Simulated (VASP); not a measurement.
OSZICAR of a VASP run on Ge (diamond):

**OSZICAR**
```
       N       E                     dE             d eps       ncg     rms          rms(c)
DAV:   1     0.158424000462E+03    0.15842E+03   -0.14784E+04  3754   0.393E+03
DAV:   2     0.107242473130E+02   -0.14770E+03   -0.14536E+03  3696   0.518E+02
DAV:   3    -0.931646005343E+01   -0.20041E+02   -0.19844E+02  4048   0.145E+02
DAV:   4    -0.995461309816E+01   -0.63815E+00   -0.63722E+00  4242   0.298E+01
DAV:   5    -0.996548757810E+01   -0.10874E-01   -0.10874E-01  4168   0.401E+00    0.299E+00
DAV:   6    -0.988145660557E+01    0.84031E-01   -0.35054E-02  4512   0.272E+00    0.172E+00
DAV:   7    -0.983770491124E+01    0.43752E-01   -0.62991E-02  3832   0.279E+00    0.154E-01
DAV:   8    -0.983864912172E+01   -0.94421E-03   -0.77132E-03  4000   0.147E+00    0.485E-02
DAV:   9    -0.983876426323E+01   -0.11514E-03   -0.35285E-04  4286   0.326E-01    0.141E-02
DAV:  10    -0.983877747267E+01   -0.13209E-04   -0.29510E-05  4216   0.696E-02    0.517E-03
DAV:  11    -0.983877896920E+01   -0.14965E-05   -0.30607E-06  4484   0.187E-02    0.140E-03
DAV:  12    -0.983877875694E+01    0.21226E-06   -0.70489E-07  4434   0.167E-02    0.291E-04
DAV:  13    -0.983877871328E+01    0.43658E-07   -0.14342E-08  2036   0.174E-03
   1 F= -.98387787E+01 E0= -.98387630E+01  d E =-.469923E-04
```

**Question.** Which electronic solver shows in the log?

**Answer.** It is blocked Davidson (ALGO = Normal, or the opening steps of other solvers). The INCAR had ALGO = Normal.

**Question.** Can the final energy be trusted as converged?

**Answer.** The calculation finished and met its thresholds. It stopped with EDIFF = 1E-7, NELM = 100 (PBEsol GGA, plane waves, VASP's PBE PAW potentials (set 64)).

The compound is Ge in the diamond structure. This cell was strained or had an atom moved on purpose.
